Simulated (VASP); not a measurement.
Computed with TPSS meta-GGA, VASP's PBE PAW potentials (set 64) (plane waves; VASP 6.6.1).

VASP ran on this input.

### POSCAR
```
Ni3Fe
1.0
  3.4905369507   0.0000000000   0.0000000000
  0.0000000000   3.4905369507   0.0000000000
  0.0000000000   0.0000000000   3.4905369507
Fe Ni
1 3
Cartesian
  0.0000000000   0.0000000000   0.0000000000
  0.0000000000   1.7452684754   1.7452684754
  1.7452684754   0.0000000000   1.7452684754
  1.7452684754   1.7452684754   0.0000000000
```

### INCAR
```
SYSTEM = Ni3Fe
PREC = Accurate; ENCUT = 520; LREAL = F
LASPH = T
EDIFF = 1E-6; NELM = 100; ALGO = Normal
LMAXMIX = 4; LMIXTAU = T
ISMEAR = 1; SIGMA = 0.1
METAGGA = TPSS
MAGMOM = 3.0 3*0.7
ISPIN = 2
IBRION = 2; NSW = 60; ISIF = 3
EDIFFG = -0.02
LWAVE = F; LCHARG = F; LORBIT = 10
```

**KPOINTS**
```
Automatic
0
gamma
 8 8 8
```

POTCAR, in this order: Fe Ni (PBE.64 set). Program: vasp_std.

Output of the run:

**OUTCAR**
```
 ion  position               nearest neighbor table
   1  0.000  0.000  0.000-   2 2.47   3 2.47   4 2.47   2 2.47   3 2.47   2 2.47   4 2.47   2 2.47
                             3 2.47   4 2.47   3 2.47   4 2.47
   2  0.000  0.500  0.500-   1 2.47   3 2.47   4 2.47   1 2.47   4 2.47   1 2.47   3 2.47   1 2.47
                             3 2.47   4 2.47   4 2.47   3 2.47
   3  0.500  0.000  0.500-   1 2.47   2 2.47   4 2.47   1 2.47   4 2.47   2 2.47   4 2.47   4 2.47
                             1 2.47   2 2.47   1 2.47   2 2.47
   4  0.500  0.500  0.000-   1 2.47   2 2.47   3 2.47   2 2.47   3 2.47   1 2.47   3 2.47   3 2.47
                             1 2.47   2 2.47   2 2.47   1 2.47
  LATTYP: Found a simple cubic cell.
 ALAT       =     3.4905369507
 Subroutine PRICEL returns:
 Original cell was already a primitive cell.
 Subroutine GETGRP returns: Found 48 space group operations
The static configuration has the point symmetry O_h .
The dynamic configuration has the point symmetry O_h .
The overall configuration has the point symmetry O_h .
 Subroutine INISYM returns: Found 48 space group operations
 Subroutine IBZKPT returns following result:
 Found     35 irreducible k-points:

 Following reciprocal coordinates:
            Coordinates               Weight
  0.000000  0.000000  0.000000      1.000000
  0.125000  0.000000  0.000000      6.000000
  0.250000  0.000000  0.000000      6.000000
  0.375000  0.000000  0.000000      6.000000
  0.500000  0.000000  0.000000      3.000000
  0.125000  0.125000  0.000000     12.000000
  0.250000  0.125000  0.000000     24.000000
  0.375000  0.125000  0.000000     24.000000
  0.500000  0.125000  0.000000     12.000000
  0.250000  0.250000  0.000000     12.000000
  0.375000  0.250000  0.000000     24.000000
  0.500000  0.250000  0.000000     12.000000
  0.375000  0.375000  0.000000     12.000000
  0.500000  0.375000  0.000000     12.000000
  0.500000  0.500000  0.000000      3.000000
  0.125000  0.125000  0.125000      8.000000
  0.250000  0.125000  0.125000     24.000000
  0.375000  0.125000  0.125000     24.000000
  0.500000  0.125000  0.125000     12.000000
  0.250000  0.250000  0.125000     24.000000
  0.375000  0.250000  0.125000     48.000000
  0.500000  0.250000  0.125000     24.000000
  0.375000  0.375000  0.125000     24.000000
  0.500000  0.375000  0.125000     24.000000
  0.500000  0.500000  0.125000      6.000000
  0.250000  0.250000  0.250000      8.000000
  0.375000  0.250000  0.250000     24.000000
  0.500000  0.250000  0.250000     12.000000
  0.375000  0.375000  0.250000     24.000000
  0.500000  0.375000  0.250000     24.000000
  0.500000  0.500000  0.250000      6.000000
  0.375000  0.375000  0.375000      8.000000
  0.500000  0.375000  0.375000     12.000000
  0.500000  0.500000  0.375000      6.000000
  0.500000  0.500000  0.500000      1.000000
   k-points           NKPTS =     35   k-points in BZ     NKDIM =     35   number of bands    NBANDS=     26
   number of dos      NEDOS =    301   number of ions     NIONS =      4
   total plane-waves  NPLWV =  21952
   dimension x,y,z NGX =    28 NGY =   28 NGZ =   28
   dimension x,y,z NGXF=    56 NGYF=   56 NGZF=   56
   ions per type =               1   3
   PREC   = accura    normal or accurate (medium, high low for compatibility)
   ISTART =      0    job   : 0-new  1-cont  2-samecut
   ICHARG =      2    charge: 1-file 2-atom 10-const
   ISPIN  =      2    spin polarized calculation?
   LNONCOLLINEAR =      F non collinear calculations
   LSORBIT =      F    spin-orbit coupling
   INIWAV =      1    electr: 0-lowe 1-rand  2-diag
   ENCUT  =  520.0 eV  38.22 Ry    6.18 a.u.   6.49  6.49  6.49*2*pi/ulx,y,z
   NELM   =    100;   NELMIN=  2; NELMDL= -5     # of ELM steps
   EDIFF  = 0.1E-05   stopping-criterion for ELM
   LREAL  =      F    real-space projection
...
```

OSZICAR:
```
       N       E                     dE             d eps       ncg     rms          rms(c)
DAV:   1     0.281523520849E+03    0.28152E+03   -0.21482E+04  3736   0.267E+03
DAV:   2    -0.306468495324E+01   -0.28459E+03   -0.27357E+03  3652   0.455E+02
DAV:   3    -0.300222305192E+02   -0.26958E+02   -0.25376E+02  3808   0.184E+02
DAV:   4    -0.307283358618E+02   -0.70611E+00   -0.70407E+00  4028   0.351E+01
DAV:   5    -0.307553442723E+02   -0.27008E-01   -0.27003E-01  5430   0.605E+00    0.212E+01
DAV:   6    -0.589649131926E+02   -0.28210E+02   -0.44916E+01  4876   0.799E+01    0.279E+01
DAV:   7    -0.563485025744E+02    0.26164E+01   -0.87236E+00  4570   0.809E+01    0.114E+01
DAV:   8    -0.562458054504E+02    0.10270E+00   -0.38347E+00  4264   0.307E+01    0.876E+00
DAV:   9    -0.561947345706E+02    0.51071E-01   -0.42440E-01  4084   0.942E+00    0.232E+00
DAV:  10    -0.561982462920E+02   -0.35117E-02   -0.13902E-01  4060   0.484E+00    0.106E+00
DAV:  11    -0.561996379189E+02   -0.13916E-02   -0.14673E-02  5408   0.203E+00    0.445E-01
DAV:  12    -0.561997504393E+02   -0.11252E-03   -0.94790E-03  3988   0.152E+00    0.304E-01
DAV:  13    -0.561994207544E+02    0.32968E-03   -0.13047E-03  5002   0.913E-01    0.124E-01
DAV:  14    -0.561994240614E+02   -0.33070E-05   -0.18916E-04  4838   0.253E-01    0.465E-02
DAV:  15    -0.561994245159E+02   -0.45448E-06   -0.62804E-05  4686   0.147E-01    0.209E-02
DAV:  16    -0.561994219450E+02    0.25709E-05   -0.81234E-06  3822   0.379E-02    0.733E-03
DAV:  17    -0.561994217329E+02    0.21217E-06   -0.72167E-07  2004   0.232E-02
   1 F= -.56199422E+02 E0= -.56198938E+02  d E =-.561994E+02  mag=     4.8388
       N       E                     dE             d eps       ncg     rms          rms(c)
DAV:   1    -0.566360811474E+02   -0.43666E+00   -0.51055E+00  3642   0.334E+01    0.694E+00
DAV:   2    -0.587374378573E+02   -0.21014E+01   -0.13204E+01  4202   0.707E+01    0.266E+01
DAV:   3    -0.562571051701E+02    0.24803E+01   -0.45677E+00  4506   0.625E+01    0.449E+00
DAV:   4    -0.562096548084E+02    0.47450E-01   -0.41235E-01  4064   0.892E+00    0.200E+00
DAV:   5    -0.562010540005E+02    0.86008E-02   -0.32000E-02  4880   0.231E+00    0.103E+00
DAV:   6    -0.561985242235E+02    0.25298E-02   -0.15310E-02  5204   0.211E+00    0.300E-01
DAV:   7    -0.561989569968E+02   -0.43277E-03   -0.32610E-03  3954   0.865E-01    0.185E-01
DAV:   8    -0.561990374748E+02   -0.80478E-04   -0.32903E-04  5652   0.340E-01    0.744E-02
DAV:   9    -0.561990739248E+02   -0.36450E-04   -0.61460E-05  4502   0.944E-02    0.326E-02
DAV:  10    -0.561990783388E+02   -0.44140E-05   -0.14926E-05  4014   0.650E-02    0.105E-02
DAV:  11    -0.561990776883E+02    0.65053E-06   -0.40738E-06  3318   0.288E-02
   2 F= -.56199078E+02 E0= -.56198306E+02  d E =0.344045E-03  mag=     4.9447
       N       E                     dE             d eps       ncg     rms          rms(c)
DAV:   1    -0.563190400409E+02   -0.11996E+00   -0.13392E+00  3650   0.167E+01    0.352E+00
DAV:   2    -0.566853291842E+02   -0.36629E+00   -0.20074E+00  4240   0.350E+01    0.961E+00
DAV:   3    -0.562168761544E+02    0.46845E+00   -0.12129E+00  4166   0.308E+01    0.221E+00
DAV:   4    -0.562050649398E+02    0.11811E-01   -0.83899E-02  4178   0.520E+00    0.542E-01
DAV:   5    -0.562046786230E+02    0.38632E-03   -0.88607E-03  4182   0.958E-01    0.239E-01
DAV:   6    -0.562040667573E+02    0.61187E-03   -0.79922E-04  4912   0.652E-01    0.906E-02
DAV:   7    -0.562040996208E+02   -0.32864E-04   -0.17755E-04  4434   0.167E-01    0.549E-02
DAV:   8    -0.562041132070E+02   -0.13586E-04   -0.68744E-05  4020   0.169E-01    0.553E-02
DAV:   9    -0.562041093685E+02    0.38385E-05   -0.26210E-05  4600   0.113E-01    0.149E-02
DAV:  10    -0.562041073032E+02    0.20653E-05   -0.20997E-06  2612   0.278E-02    0.886E-03
DAV:  11    -0.562041073601E+02   -0.56926E-07   -0.15142E-06  1886   0.217E-02
   3 F= -.56204107E+02 E0= -.56203436E+02  d E =-.468563E-02  mag=     4.8901
```

**OUTCAR**
```
------------------------ aborting loop because EDIFF is reached ----------------------------------------
  FORCE on cell =-STRESS in cart. coord.  units (eV):
  Direction    XX          YY          ZZ          XY          YZ          ZX
  --------------------------------------------------------------------------------------
  Total        0.0163623      0.0163623      0.0163623      0.0000000      0.0000000     -0.0000000
  in kB        0.6085739      0.6085739      0.6085739      0.0000000      0.0000000     -0.0000000
  external PRESSURE =       0.6085739 kB  Pullay stress =       0.0000000 kB
  volume of cell :       43.08
      direct lattice vectors                 reciprocal lattice vectors
     3.505479420 -0.000000000 -0.000000000     0.285267685  0.000000000 -0.000000000
    -0.000000000  3.505479420 -0.000000000     0.000000000  0.285267685 -0.000000000
     0.000000000  0.000000000  3.505479420     0.000000000  0.000000000  0.285267685
 POSITION                                       TOTAL-FORCE (eV/Angst)
 -----------------------------------------------------------------------------------
      0.00000      0.00000      0.00000         0.000000      0.000000      0.000000
      0.00000      1.75274      1.75274        -0.000000      0.000000      0.000000
      1.75274      0.00000      1.75274         0.000000      0.000000      0.000000
      1.75274      1.75274     -0.00000        -0.000000     -0.000000      0.000000
 -----------------------------------------------------------------------------------
    total drift:                                0.000000      0.000000      0.000000
  FREE ENERGIE OF THE ION-ELECTRON SYSTEM (eV)
  ---------------------------------------------------
  free  energy   TOTEN  =       -56.2041073601 eV

  energy  without entropy=      -56.2020945446  energy(sigma->0) =      -56.20343642

 total charge

# of ion       s       p       d       tot
------------------------------------------
    1        0.483   0.534   6.105   7.123
    2        0.511   0.544   8.339   9.394
    3        0.511   0.544   8.339   9.394
    4        0.511   0.544   8.339   9.394
--------------------------------------------------
tot          2.017   2.166  31.122  35.305

 magnetization (x)

# of ion       s       p       d       tot
------------------------------------------
    1        0.007  -0.001   2.909   2.915
    2       -0.016  -0.046   0.720   0.658
    3       -0.016  -0.046   0.720   0.658
    4       -0.016  -0.046   0.720   0.658
--------------------------------------------------
tot         -0.042  -0.138   5.069   4.888

 reached required accuracy - stopping structural energy minimisation
```
(Selected blocks of OUTCAR.)

File CONTCAR:
```
Ni3Fe
   1.00000000000000
     3.5054794195114081   -0.0000000000000000   -0.0000000000000000
    -0.0000000000000000    3.5054794195114081   -0.0000000000000000
     0.0000000000000000    0.0000000000000000    3.5054794195114081
  Fe              Ni
     1     3
Direct
     0.0000000000000000    0.0000000000000000    0.0000000000000000
     0.0000000000000000    0.5000000000000000    0.5000000000000000
     0.5000000000000000    0.0000000000000000    0.5000000000000000
     0.5000000000000000    0.5000000000000000    0.0000000000000000
```

**OUTCAR**
```
 val. band max:        8.9646170719   @ k =   0.5000   0.2500   0.2500

 cond. band min:       8.9821440499   @ k =   0.5000   0.5000   0.3750


 Fermi energy:         8.9701277740

 spin component 1

 k-point     1 :       0.0000    0.0000    0.0000
  band No.  band energies     occupation
      1      -0.3782      1.00000
      2       3.3575      1.00000
      3       3.3575      1.00000
      4       4.0560      1.00000
      5       4.1505      1.00000
      6       4.1505      1.00000
      7       4.1505      1.00000
      8       6.1002      1.00000
      9       6.1002      1.00000
     10       6.1002      1.00000
     11       7.1761      1.00000
     12       7.1761      1.00000
     13       8.0507      1.00000
     14       8.0507      1.00000
     15       8.0819      1.00000
     16       8.2005      1.00000
     17       8.2005      1.00000
     18       8.2005      1.00000
     19       8.2602      1.00000
     20       8.2602      1.00000
     21       8.2602      1.00000
     22      11.2187      0.00000
     23      11.2187      0.00000
     24      11.2187      0.00000
     25      18.0384      0.00000
     26      18.0384      0.00000

 k-point     2 :       0.1250    0.0000    0.0000
  band No.  band energies     occupation
      1      -0.1713      1.00000
      2       3.4257      1.00000
      3       3.4556      1.00000
      4       4.1344      1.00000
      5       4.2141      1.00000
      6       4.2246      1.00000
      7       4.2246      1.00000
      8       6.0240      1.00000
      9       6.1568      1.00000
     10       6.1568      1.00000
     11       7.0962      1.00000
     12       7.1996      1.00000
     13       7.7837      1.00000
     14       7.7837      1.00000
     15       7.9558      1.00000
     16       7.9854      1.00000
     17       8.0370      1.00000
     18       8.1275      1.00000
     19       8.1275      1.00000
     20       8.2005      1.00000
...
```

The compound is Ni3Fe in the L1_2 structure. This run relaxes it. Symmetry was kept, so distortions that lower it aren't found. The start is the result of an earlier pass.
